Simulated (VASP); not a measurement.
Method: PBEsol GGA, VASP's PBE PAW potentials (set 64) (plane waves; VASP).

Input for VASP

**POSCAR**
```
PdP
1
    0.0000000000     2.8405630000     2.8405630000
    2.8405630000     0.0000000000     2.8405630000
    2.8405630000     2.8405630000     0.0000000000
Pd P
1 1
Direct
  0.0000000000   0.0000000000   0.0000000000
  0.2500000000   0.2500000000   0.2500000000
```

File KPOINTS:
```
Automatic mesh
0
Gamma
10 10 10
0 0 0
```

INCAR:
```
NELM  =  100   # most electronic steps
LCHARG  =  .FALSE.
SYSTEM  =  PdP
LMAXMIX  =  4   # l cut-off of mixed one-centre charges
EDIFF  =  1E-6   # SCF stop (eV)
LWAVE  =  .FALSE.
EDIFFG  =  -0.01
ISMEAR  =  1
ISIF  =  3   # ions, shape and volume
SIGMA  =  0.1   # width (eV)
IBRION  =  2   # conjugate gradients
PREC  =  Accurate
NSW  =  60
GGA  =  PS   # PBEsol
LREAL  =  .FALSE.
ENCUT  =  400   # plane-wave cut-off (eV)
ALGO  =  Normal
LASPH  =  .TRUE.   # aspherical one-centre terms
```

POTCAR, in this order: Pd P (PBE.64 set). Program: vasp_std.

Energy and stress use the plane-wave basis of the starting cell.

**Question.** What does the run give for the energy per atom (σ→0), volume per atom, band gap (on the k-mesh)?

**Answer.** 
| Property | Value |
|---|---|
| energy per atom (σ→0) | -5.971 eV/atom |
| band gap (on the k-mesh) | none (metal, semimetal or under 0.01 eV) |
| volume per atom | 18.67 Å^3/atom |

### OSZICAR
```
...
DAV:   1    -0.119452572514E+02   -0.31375E-02   -0.44370E-02  1034   0.260E+00    0.371E-01
DAV:   2    -0.119429065501E+02    0.23507E-02   -0.20965E-02  1055   0.178E+00    0.162E-01
DAV:   3    -0.119423652006E+02    0.54135E-03   -0.20274E-03  1079   0.564E-01    0.592E-02
DAV:   4    -0.119423218270E+02    0.43374E-04   -0.44093E-04  1040   0.130E-01    0.252E-02
DAV:   5    -0.119423153783E+02    0.64486E-05   -0.24260E-05  1106   0.416E-02    0.183E-02
DAV:   6    -0.119423175472E+02   -0.21688E-05   -0.29812E-06  1167   0.159E-02    0.475E-03
DAV:   7    -0.119423176099E+02   -0.62706E-07   -0.21913E-06   637   0.136E-02
   4 F= -.11942318E+02 E0= -.11942559E+02  d E =-.504063E+00
```

The structure was generated: PdP was put into the zinc blende type (F-43m), which need not be its known phase. This run relaxes it. Symmetry was kept, so distortions that lower it aren't found. The electron count is odd and the run is not spin-polarised, which forces a metal.
